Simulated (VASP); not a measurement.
```yaml
crystal:
  lattice:
    - [0.00000, 2.05003, 2.05003]
    - [2.05003, 0.00000, 2.05003]
    - [2.05003, 2.05003, 0.00000]
  atoms:
    - { symbol: Li, position: [0.00000, 0.00000, 0.00000] }
    - { symbol: F, position: [0.50000, 0.50000, 0.50000] }
```

These are optB88-vdW, VASP's PBE PAW potentials (set 64) (plane waves; VASP 6.6.1) values and carry that method's errors. Numerical set-up: 520 eV cut-off, 11×11×11 Γ-centred mesh, Gaussian smearing of 0.050 eV, potentials Li_sv F.

Task: Give the stress tensor in GPa (positive for a compressed cell).

Result: 
```
-3.84   0.00   0.00
 0.00  -3.84   0.00
 0.00   0.00  -3.84
```
The pressure is its mean diagonal, -3.84 GPa.

The compound is LiF in the rock salt structure. This cell is one point of a volume scan, at 1.06 of the reference volume.
